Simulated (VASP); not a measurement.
Here is the system:

```xyz
3
Lattice="2.8917 0.0000 0.0000 -1.4458 2.5042 0.0000 0.0000 0.0000 16.3511" Properties=species:S:1:pos:R:3 pbc="T T T"
N      0.0000     0.0000     8.1755
Ta     0.0000     1.6695     9.3511
Ta     1.4458     0.8347     7.0000
```

The numbers are results of PBE GGA, VASP's PBE PAW potentials (set 64) (plane waves; VASP), not measurements. Settings: 400 eV cut-off, 9×9×1 Γ-centred mesh, first-order Methfessel-Paxton smearing of 0.27 eV, potentials N Ta_pv.

At this cut-off the stress carries a Pulay error, which pulls relaxed volumes low. The cell holds a wide vacuum, so values per volume refer to the whole cell.

### Question
Which forces act on the atoms, in eV/Å?

### Answer

| atom | Fx | Fy | Fz |
|---|---|---|---|
| N1 | 0.000 | 0.000 | 0.000 |
| Ta2 | 0.000 | 0.000 | 2.897 |
| Ta3 | 0.000 | 0.000 | -2.897 |

### Question
Give the stress tensor in GPa (positive for a compressed cell).

### Answer

```
18.63   0.00   0.00
 0.00  18.63   0.00
 0.00   0.00   8.48
```
The pressure is its mean diagonal, 15.25 GPa.

The cell is a sheet with vacuum, built from a generated structure.
